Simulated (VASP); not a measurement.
Input:

Space group Fm-3m (No. 225); a = 6.5211 Å, b = 6.5211 Å, c = 6.5211 Å, α = 90.00°, β = 90.00°, γ = 90.00°

```json
[
 {"atom": "Na", "site": "8c", "symmetry": "-43m", "x": "0.2500", "y": "0.2500", "z": "0.2500"},
 {"atom": "S", "site": "4a", "symmetry": "m-3m", "x": "0.0000", "y": "0.0000", "z": "0.0000"}
]
```
(The calculation used a cell of 3 atoms; values per cell refer to that cell.)

All values below come from PBE GGA with D4 dispersion, VASP's PBE PAW potentials (set 64) (plane waves; VASP). Run with 520 eV cut-off, 6×6×6 Γ-centred mesh, Gaussian smearing of 0.050 eV, potentials Na_pv S.

Question: Give the energy at these volumes per atom, relative to the lowest: 21.79, 22.48, 23.18, 23.87, 24.57 Å³.

Answer: 7.7, 1.6, 0.0, 2.2, 7.6 meV/atom. A third-order Birch-Murnaghan fit gives B0 = 29.3 GPa and B0′ = 4.3.

Measured: a 6.537 Å (computed value off by -0.2 %), as given by Some thermoelectric phenomena in copper chalcogenides replaced by lithium and sodium alkaline metals, Nanomaterials …. The calculation is for a static lattice, while the measured a holds thermal and zero-point effects, which are part of the difference.

The compound is Na2S in the antifluorite structure. It was relaxed first.
